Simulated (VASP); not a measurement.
Consider the following.

```
W
1.0
   -1.58100     1.58100     1.58100
    1.58100    -1.58100     1.58100
    1.58100     1.58100    -1.58100
W
1
Direct
  0.00000   0.00000   0.00000
```

Level of theory: PBE GGA with D3 dispersion (Becke-Johnson damping), VASP's PBE PAW potentials (set 64) (plane waves; VASP). Run with 520 eV cut-off, 18×18×18 Γ-centred mesh, tetrahedra with Blöchl corrections, potentials W_sv.

Unless said otherwise, spin-orbit coupling is left out, though it shifts the bands of the heavy elements here.

Task: Estimate the energy per atom (σ→0), band gap (on the k-mesh) with the smallest direct gap where there is one.

Result: 
```
Item                                                         Value
------------------------  ----------------------------------------
band gap (on the k-mesh)  none (metal, semimetal or under 0.01 eV)
energy per atom (σ→0)                              -13.644 eV/atom
```

The compound is W in the bcc structure. It was relaxed first.
